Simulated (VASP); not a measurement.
Write the native input for VASP 6.6.1 that does the following.

- Task: single point
- Functional: PBEsol
- Potentials or basis: VASP PAW PBE potentials, release 64 (Ru_pv, Te)
- Cutoff: 520 eV
- k mesh: 5 × 5 × 5
- Occupations: gaussian, width 0.05 eV
- Spin: collinear spin, zero start
- Starting moments: [0.0, 0.0] μB
- Hubbard terms: Ru d U = 2 eV
- Further INCAR settings: ALGO = Normal; EDIFF = 1e-06

The structure of TeRu lies in POSCAR:

```
TeRu
1.0
    0.0000000000      3.1139297200      3.1139297200
    3.1139297200      0.0000000000      3.1139297200
    3.1139297200      3.1139297200      0.0000000000
Ru Te
1 1
Direct
    0.0000000000      0.0000000000      0.0000000000
    0.2500000000      0.2500000000      0.2500000000
```

The cell comes from a database or a generator and needn't be the stable form of this composition.

One way to write it, as run:

INCAR

```
PREC = Accurate
ENCUT = 520
EDIFF = 1E-6
ISMEAR = 0
SIGMA = 0.05
LREAL = F
LASPH = T
NELM = 80
ALGO = Normal
ISIF = 2
LWAVE = F
LCHARG = F
ISPIN = 2
MAGMOM = 0 0
LORBIT = 11
LMAXMIX = 4
LDAU = T
LDAUTYPE = 2
LDAUL = 2 -1
LDAUU = 2 0
LDAUJ = 0 0
LDAUPRINT = 1
GGA = PS
```

KPOINTS

```
regular mesh
0
Gamma
  5 5 5
```

Potentials or basis: VASP PAW PBE potentials, release 64 (Ru_pv, Te).

Command:

```console
$ cat potpaw_PBE.64/Ru_pv/POTCAR potpaw_PBE.64/Te/POTCAR > POTCAR
$ mpirun -np 1 vasp_std > vasp.out
```

It gave:

```
Pressure                                              : -13.5 GPa
Band gap on the k mesh                                : none (metal or under the smearing width)
Net moment                                            : 0.00 μB per cell
Valence electrons inside the program's atomic spheres : Ru 12.51; Te 3.31
```

Caveat: the PAW data sets were made with another functional, which shifts forces and pressure a little; the U is typed as a test and isn't derived for this compound.

Run time: 37 s on 1 thread of AMD EPYC 7R43 64-Core Processor (Zen 3), on a shared host, peak memory 0.2 GiB.
